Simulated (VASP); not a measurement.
Energy against volume of Dy (hcp). Calculation: PBE GGA, VASP's PBE PAW potentials (set 64) (plane waves; VASP). Run with 520 eV cut-off, 12×12×7 Γ-centred mesh, first-order Methfessel-Paxton smearing of 0.10 eV, potentials Dy_3.

The 4f electrons are frozen in the core of the lanthanide potential, so 4f levels, which can set the real gap, and their magnetism are missing.

Shape and ions are relaxed at each volume.

```tsv
V (Å³/atom)	E (eV/atom)
29.987	-4.51543
30.944	-4.52725
31.901	-4.53083
32.858	-4.52745
```

Fit these four points and predict the energy of the run at 33.815 Å³/atom.

A cubic in V^(−2/3), the third-order Birch-Murnaghan form, passes through the four points with V0 = 31.89 Å³/atom and B0 = 39 GPa, and gives -4.5182 eV/atom there. The run gave -4.5178 eV/atom, +0.3 meV/atom from the fit; all five points give B0 = 39 GPa.

The compound is Dy in the hcp structure. It was relaxed first.
